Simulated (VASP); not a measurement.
An input for Quantum ESPRESSO's pw.x (written as the equivalent of a VASP run, and not itself run):

```
&CONTROL
  calculation = 'vc-relax'
  pseudo_dir = './pseudo'
  outdir = './out'
  tprnfor = .true.
  tstress = .true.
  nstep = 30
  forc_conv_thr = 0.00039
/
&SYSTEM
  ibrav = 0
  nat = 6
  ntyp = 2
  ecutwfc = 84
  occupations = 'smearing'
  smearing = 'gaussian'
  degauss = 0.003675
  input_dft = 'rpbe'
/
&ELECTRONS
  conv_thr = 7.3e-09
  electron_maxstep = 100
/
&IONS
/
&CELL
  cell_dofree = 'shape'
/
ATOMIC_SPECIES
  Ti 47.867 Ti.upf
  O 15.999 O.upf
CELL_PARAMETERS angstrom
    -1.9495432    1.9495432    5.0091452
     1.9495432   -1.9495432    5.0091452
     1.9495432    1.9495432   -5.0091452
ATOMIC_POSITIONS crystal
  Ti   0.7500000  0.2500000  0.5000000
  Ti   0.0000000  0.0000000  0.0000000
  O    0.5443817  0.0443817  0.5000000
  O    0.7943817  0.7943817  0.0000000
  O    0.2056183  0.2056183  0.0000000
  O    0.9556183  0.4556183  0.5000000
K_POINTS automatic
  8 8 8 0 0 0
```

Question: Write the VASP files for the same calculation (RPBE).

Answer: Several could match; the one computed here: 
POSCAR:
```
TiO2
1
   -1.9495432309     1.9495432309     5.0091451619
    1.9495432309    -1.9495432309     5.0091451619
    1.9495432309     1.9495432309    -5.0091451619
Ti O
2 4
Direct
  0.7500000000   0.2500000000   0.5000000000
  0.0000000000   0.0000000000   0.0000000000
  0.5443816564   0.0443816564   0.5000000000
  0.7943816564   0.7943816564   0.0000000000
  0.2056183436   0.2056183436   0.0000000000
  0.9556183436   0.4556183436   0.5000000000
```

### KPOINTS
```
kpoints
0
Gamma
 8 8 8
0 0 0
```

### INCAR
```
ALGO  =  Normal
EDIFF  =  1E-7
EDIFFG  =  -0.01
ENCUT  =  520
GGA  =  RP
IBRION  =  2
ISIF  =  4
ISMEAR  =  0
LASPH  =  .TRUE.
LCHARG  =  .FALSE.
LMAXMIX  =  4
LREAL  =  .FALSE.
LWAVE  =  .FALSE.
NELM  =  100
NSW  =  30
PREC  =  Accurate
SIGMA  =  0.05
SYSTEM  =  TiO2
```

POTCAR, in this order: Ti_sv O (PBE.64 set). Program: vasp_std.

Limits of the translation: the potentials are each code's own (VASP's PAW set, PseudoDojo norm-conserving files in pw.x), so ENCUT and ecutwfc are chosen apart and not converted; conv_thr bounds pw.x's estimated SCF error, while EDIFF bounds the energy change between steps; forc_conv_thr acts on force components and is met together with etot_conv_thr.

The compound is TiO2 in the anatase structure, one of several forms; rutile is the usual stable one. This cell is one point of a volume scan, at 1.06 of the reference volume. Symmetry was kept, so distortions that lower it aren't found.
